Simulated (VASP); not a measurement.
Method: LDA (Ceperley-Alder, Perdew-Zunger), VASP's LDA PAW potentials (set 64) (plane waves; VASP).

A VASP calculation is set up with these files.

INCAR:
```
LWAVE = .FALSE.
ENCUT = 500
NSW = 40
SIGMA = 0.05   ! width (eV)
LREAL = .FALSE.   ! projection in real space or not
SYSTEM = KCl
PREC = Accurate
ISMEAR = 0   ! Gaussian
ISIF = 3
NELM = 100   ! most electronic steps
EDIFFG = -0.02   ! ionic stop
ALGO = Normal
LASPH = .TRUE.
IBRION = 2   ! conjugate gradients
LCHARG = .FALSE.
PSTRESS = 50
EDIFF = 1E-6   ! SCF stop (eV)
```

File POSCAR:
```
KCl
1
    0.0000000000     2.9010976168     2.9010976168
    2.9010976168    -0.0000000000     2.9010976168
    2.9010976168     2.9010976168     0.0000000000
K Cl
1 1
Direct
  0.0000000000   0.0000000000   0.0000000000
  0.5000000000   0.5000000000   0.5000000000
```

**KPOINTS**
```
Regular mesh
0
gamma
8 8 8
```

POTCAR, in this order: K_sv Cl (LDA.64 set). Program: vasp_std.

Question: What will the output report for the number of irreducible k-points (NKPTS), largest plane-wave count, number of space-group operations, FFT grid (NGX, NGY, NGZ)?

Answer: 
number of irreducible k-points (NKPTS): 29
largest plane-wave count: 1254
number of space-group operations: 48
FFT grid (NGX, NGY, NGZ): 30 × 30 × 30

The compound is KCl in the rock salt structure. It was relaxed first under an external pressure of 5 GPa.
